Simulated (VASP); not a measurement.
VASP ran on this input.

KPOINTS:
```
k-points along high-symmetry lines
6
Line-mode
Reciprocal
  0.000000   0.000000   0.000000 ! GAMMA
  0.500000   0.000000   0.500000 ! X

  0.500000   0.000000   0.500000 ! X
  0.625000   0.250000   0.625000 ! U

  0.375000   0.375000   0.750000 ! K
  0.000000   0.000000   0.000000 ! GAMMA

  0.000000   0.000000   0.000000 ! GAMMA
  0.500000   0.500000   0.500000 ! L

  0.500000   0.500000   0.500000 ! L
  0.500000   0.250000   0.750000 ! W

  0.500000   0.250000   0.750000 ! W
  0.500000   0.000000   0.500000 ! X
```

### POSCAR
```
YB
1
    0.0000000000     2.6816900000     2.6816900000
    2.6816900000     0.0000000000     2.6816900000
    2.6816900000     2.6816900000     0.0000000000
B Y
1 1
Direct
  0.0000000000   0.0000000000   0.0000000000
  0.5000000000   0.5000000000   0.5000000000
```

**INCAR**
```
SYSTEM = YB
PREC = Accurate
ENCUT = 520
EDIFF = 1E-6
NELM = 100
ALGO = Normal
LREAL = .FALSE.
LASPH = .TRUE.
ISMEAR = 1
SIGMA = 0.1
GGA = PE
LMAXMIX = 4
LWAVE = .FALSE.
LCHARG = .FALSE.
ISIF = 2
```

POTCAR, in this order: B Y_sv (PBE.64 set). Program: vasp_std.

Output

### standard output
```
 POSCAR found type information on POSCAR B Y
 POSCAR found :  2 types and       2 ions
 Reading from existing POTCAR
 Reading from existing POTCAR
 LDA part: xc-table for (Slater+PW92), standard interpolation
 POSCAR, INCAR and KPOINTS ok, starting setup
 WAVECAR not read
 entering main loop
       N       E                     dE             d eps       ncg     rms          rms(c)
DAV:   1     0.350845288548E+02    0.35085E+02   -0.74508E+03   792   0.122E+03
DAV:   2    -0.101162826344E+02   -0.45201E+02   -0.42864E+02   914   0.206E+02
DAV:   3    -0.128748324988E+02   -0.27585E+01   -0.27285E+01  1299   0.389E+01
DAV:   4    -0.130291349607E+02   -0.15430E+00   -0.15410E+00  1032   0.613E+00
DAV:   5    -0.130315367224E+02   -0.24018E-02   -0.24016E-02  1136   0.792E-01    0.337E+01
DAV:   6    -0.119946672333E+02    0.10369E+01   -0.31626E+00   880   0.962E+00    0.228E+01
DAV:   7    -0.119809549338E+02    0.13712E-01   -0.32818E-01  1223   0.379E+00    0.924E+00
DAV:   8    -0.119813502147E+02   -0.39528E-03   -0.18751E-02   947   0.117E+00    0.727E-01
DAV:   9    -0.119808809278E+02    0.46929E-03   -0.23815E-03  1053   0.320E-01    0.286E-01
DAV:  10    -0.119808676863E+02    0.13242E-04   -0.15314E-04  1026   0.123E-01    0.134E-01
DAV:  11    -0.119808688491E+02   -0.11628E-05   -0.10896E-04  1020   0.105E-01    0.313E-02
DAV:  12    -0.119808680999E+02    0.74918E-06   -0.87174E-06  1039   0.240E-02
   1 F= -.11980868E+02 E0= -.11981170E+02  d E =0.904537E-03
```

### OUTCAR
```
------------------------ aborting loop because EDIFF is reached ----------------------------------------
  FORCE on cell =-STRESS in cart. coord.  units (eV):
  Direction    XX          YY          ZZ          XY          YZ          ZX
  --------------------------------------------------------------------------------------
  Total       -0.2207754     -0.2207754     -0.2207754     -0.0000000      0.0000000     -0.0000000
  in kB       -9.1707663     -9.1707663     -9.1707663     -0.0000000      0.0000000     -0.0000000
  external PRESSURE =      -9.1707663 kB  Pullay stress =       0.0000000 kB
  volume of cell :       38.57
      direct lattice vectors                 reciprocal lattice vectors
     0.000000000  2.681690000  2.681690000    -0.186449590  0.186449590  0.186449590
     2.681690000  0.000000000  2.681690000     0.186449590 -0.186449590  0.186449590
     2.681690000  2.681690000  0.000000000     0.186449590  0.186449590 -0.186449590
 POSITION                                       TOTAL-FORCE (eV/Angst)
 -----------------------------------------------------------------------------------
      0.00000      0.00000      0.00000         0.000000      0.000000     -0.000000
      2.68169      2.68169      2.68169        -0.000000     -0.000000      0.000000
 -----------------------------------------------------------------------------------
    total drift:                                0.000000      0.000000      0.000000
  FREE ENERGIE OF THE ION-ELECTRON SYSTEM (eV)
  ---------------------------------------------------
  free  energy   TOTEN  =       -11.9808680999 eV

  energy  without entropy=      -11.9817726365  energy(sigma->0) =      -11.98116961
```
(Selected blocks of OUTCAR.)

The run ends quietly. Is anything wrong with it?

The cause: a line-mode KPOINTS file was used for a self-consistent run. The run ends without an error. Against the sound run, the energy per atom (σ→0) goes up by 0.275 eV/atom; the pressure falls by 0.08 GPa. To mend it, correct KPOINTS.
### KPOINTS
```
Automatic mesh
0
Gamma
9 9 9
0 0 0
```
The mended run (PBE GGA, plane waves, VASP's PBE PAW potentials (set 64)) converges, and its OSZICAR ends with
```
   1 F= -.12529951E+02 E0= -.12530265E+02  d E =0.943045E-03
```

The structure was generated: YB was put into the rocksalt type (Fm-3m), which need not be its known phase. The cell was not relaxed at this level.
